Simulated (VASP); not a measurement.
A VASP calculation is set up with these files.

INCAR:
```
ALGO = Normal
EDIFF = 1E-7
EDIFFG = -0.01
ENCUT = 600
GGA = PS
IBRION = 2
ISIF = 2
ISMEAR = 0
LASPH = .TRUE.
LCHARG = .FALSE.
LREAL = .FALSE.
LWAVE = .FALSE.
NELM = 100
NSW = 30
PREC = Accurate
SIGMA = 0.05
SYSTEM = Li2O
```

### POSCAR
```
Li2O
1
    0.0000000000     2.3298315068     2.3298315068
    2.2954004993     0.0344310075     2.2954004993
    2.2954004993     2.2954004993     0.0344310075
Li O
2 1
Direct
  0.2500000000   0.2500000000   0.2500000000
  0.7500000000   0.7500000000   0.7500000000
  1.0000000000   0.0000000000   1.0000000000
```

KPOINTS:
```
Automatic mesh
0
Gamma
8 8 8
0 0 0
```

POTCAR, in this order: Li_sv O (PBE.64 set). Program: vasp_std.

Task: Translate this PBEsol calculation to Quantum ESPRESSO's pw.x.

Result: One equivalent input (not run):
```
&CONTROL
  calculation = 'relax'
  pseudo_dir = './pseudo'
  outdir = './out'
  tprnfor = .true.
  tstress = .true.
  nstep = 30
  forc_conv_thr = 0.00039
/
&SYSTEM
  ibrav = 0
  nat = 3
  ntyp = 2
  ecutwfc = 84
  occupations = 'smearing'
  smearing = 'gaussian'
  degauss = 0.003675
  input_dft = 'pbesol'
/
&ELECTRONS
  conv_thr = 7.3e-09
  electron_maxstep = 100
/
&IONS
/
ATOMIC_SPECIES
  Li 6.940 Li.upf
  O 15.999 O.upf
CELL_PARAMETERS angstrom
     0.0000000    2.3298315    2.3298315
     2.2954005    0.0344310    2.2954005
     2.2954005    2.2954005    0.0344310
ATOMIC_POSITIONS crystal
  Li   0.2500000  0.2500000  0.2500000
  Li   0.7500000  0.7500000  0.7500000
  O    1.0000000  0.0000000  1.0000000
K_POINTS automatic
  8 8 8 0 0 0
```
Limits of the translation: the potentials are each code's own (VASP's PAW set, PseudoDojo norm-conserving files in pw.x), so ENCUT and ecutwfc are chosen apart and not converted; conv_thr bounds pw.x's estimated SCF error, while EDIFF bounds the energy change between steps; forc_conv_thr acts on force components and is met together with etot_conv_thr.

The compound is Li2O in the antifluorite structure. This cell was strained or had an atom moved on purpose. Symmetry was kept, so distortions that lower it aren't found.
